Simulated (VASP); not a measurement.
These are PBE GGA, VASP's PBE PAW potentials (set 64) (plane waves; VASP) values and carry that method's errors.

The input files of a VASP run:

**KPOINTS**
```
Regular mesh
0
Gamma
3 3 3
0 0 0
```

INCAR:
```
ALGO = Normal
EDIFF = 1E-6
ENCUT = 400
GGA = PE
ISIF = 2
ISMEAR = 1
LASPH = .True.
LCHARG = .False.
LMAXMIX = 4
LREAL = .False.
LWAVE = .False.
NELM = 100
PREC = Accurate
SIGMA = 0.1
SYSTEM = RuAl
```

POSCAR:
```
RuAl
1
    2.9900000000     0.0000000000     0.0000000000
    0.0000000000     2.9900000000     0.0000000000
    0.0000000000     0.0000000000     2.9900000000
Al Ru
1 1
Direct
  0.5000000000   0.5000000000   0.5000000000
  0.0000000000   0.0000000000   0.0000000000
```

POTCAR, in this order: Al Ru_pv (PBE.64 set). Program: vasp_std.

The run wrote:

**OSZICAR**
```
       N       E                     dE             d eps       ncg     rms          rms(c)
DAV:   1     0.893986302513E+02    0.89399E+02   -0.81496E+03   104   0.108E+03
DAV:   2    -0.131589561674E+02   -0.10256E+03   -0.99630E+02   116   0.306E+02
DAV:   3    -0.147110536049E+02   -0.15521E+01   -0.15444E+01   108   0.406E+01
DAV:   4    -0.147249423195E+02   -0.13889E-01   -0.13888E-01   108   0.400E+00
DAV:   5    -0.147254093944E+02   -0.46707E-03   -0.46707E-03   116   0.593E-01    0.123E+01
DAV:   6    -0.141213911115E+02    0.60402E+00   -0.47495E+00   100   0.232E+01    0.249E+00
DAV:   7    -0.140037173188E+02    0.11767E+00   -0.38960E-01   100   0.747E+00    0.202E+00
DAV:   8    -0.139864290442E+02    0.17288E-01   -0.30848E-02   100   0.117E+00    0.341E-01
DAV:   9    -0.139853611267E+02    0.10679E-02   -0.43453E-03   104   0.747E-01    0.996E-02
DAV:  10    -0.139853467974E+02    0.14329E-04   -0.73577E-05   116   0.886E-02    0.393E-02
DAV:  11    -0.139853458830E+02    0.91438E-06   -0.12218E-05   108   0.421E-02    0.825E-03
DAV:  12    -0.139853447195E+02    0.11635E-05   -0.48178E-07    48   0.664E-03    0.346E-03
DAV:  13    -0.139853444975E+02    0.22199E-06   -0.57721E-08    48   0.218E-03
   1 F= -.13985344E+02 E0= -.13984606E+02  d E =-.221487E-02
```

### OUTCAR
```
------------------------ aborting loop because EDIFF is reached ----------------------------------------
  FORCE on cell =-STRESS in cart. coord.  units (eV):
  Direction    XX          YY          ZZ          XY          YZ          ZX
  --------------------------------------------------------------------------------------
  Total        0.6486756      0.6486756      0.6486756     -0.0000000      0.0000000     -0.0000000
  in kB       38.8798474     38.8798474     38.8798474     -0.0000000      0.0000000     -0.0000000
  external PRESSURE =      38.8798474 kB  Pullay stress =       0.0000000 kB
  volume of cell :       26.73
      direct lattice vectors                 reciprocal lattice vectors
     2.990000000  0.000000000  0.000000000     0.334448161  0.000000000  0.000000000
     0.000000000  2.990000000  0.000000000     0.000000000  0.334448161  0.000000000
     0.000000000  0.000000000  2.990000000     0.000000000  0.000000000  0.334448161
 POSITION                                       TOTAL-FORCE (eV/Angst)
 -----------------------------------------------------------------------------------
      1.49500      1.49500      1.49500         0.000000      0.000000      0.000000
      0.00000      0.00000      0.00000         0.000000      0.000000      0.000000
 -----------------------------------------------------------------------------------
    total drift:                               -0.000000      0.000000     -0.000000
  FREE ENERGIE OF THE ION-ELECTRON SYSTEM (eV)
  ---------------------------------------------------
  free  energy   TOTEN  =       -13.9853444975 eV

  energy  without entropy=      -13.9831296252  energy(sigma->0) =      -13.98460621
```
(Selected blocks of OUTCAR.)

**OUTCAR**
```
 val. band max:       10.2870543565   @ k =   0.3333   0.3333   0.3333

 cond. band min:      10.4561867896   @ k =   0.3333   0.3333   0.3333


 Fermi energy:        10.4427453707

 k-point     1 :       0.0000    0.0000    0.0000
  band No.  band energies     occupation
      1     -31.0145      2.00000
      2     -31.0145      2.00000
      3     -31.0145      2.00000
      4       1.0454      2.00000
      5       7.2007      2.00000
      6       7.2007      2.00000
      7      10.9112     -0.00000
      8      10.9112     -0.00000
      9      10.9112     -0.00000
     10      16.8034      0.00000
     11      16.8034      0.00000
     12      16.8034      0.00000

 k-point     2 :       0.3333    0.0000    0.0000
  band No.  band energies     occupation
      1     -31.1727      2.00000
      2     -31.0013      2.00000
      3     -31.0013      2.00000
      4       3.0246      2.00000
      5       6.8845      2.00000
      6       7.7829      2.00000
      7       9.4795      2.00000
      8       9.4795      2.00000
      9      11.0993     -0.00000
     10      13.2346      0.00000
     11      18.9427      0.00000
     12      19.8719      0.00000

 k-point     3 :       0.3333    0.3333    0.0000
  band No.  band energies     occupation
      1     -31.1564      2.00000
      2     -31.1529      2.00000
      3     -30.9880      2.00000
      4       4.3353      2.00000
      5       6.8982      2.00000
      6       8.5902      2.00000
      7       9.1311      2.00000
      8       9.7072      2.00000
      9       9.8759      2.00000
     10      13.3128      0.00000
     11      16.2393      0.00000
     12      19.0119      0.00000

 k-point     4 :       0.3333    0.3333    0.3333
  band No.  band energies     occupation
      1     -31.1401      2.00000
      2     -31.1362      2.00000
      3     -31.1362      2.00000
      4       5.2046      2.00000
      5       7.0270      2.00000
      6       7.0270      2.00000
...
```

The compound is RuAl in the CsCl type structure. The cell was not relaxed at this level. The k-mesh is coarse (spacing up to 0.70 per Å, 2π included), so the numbers may not be converged in it. The run is one of a series of settings (KPOINTS 3×3×3 Γ-centred mesh against the base run), some of them coarse on purpose. The electron count is odd and the run is not spin-polarised, which forces a metal.
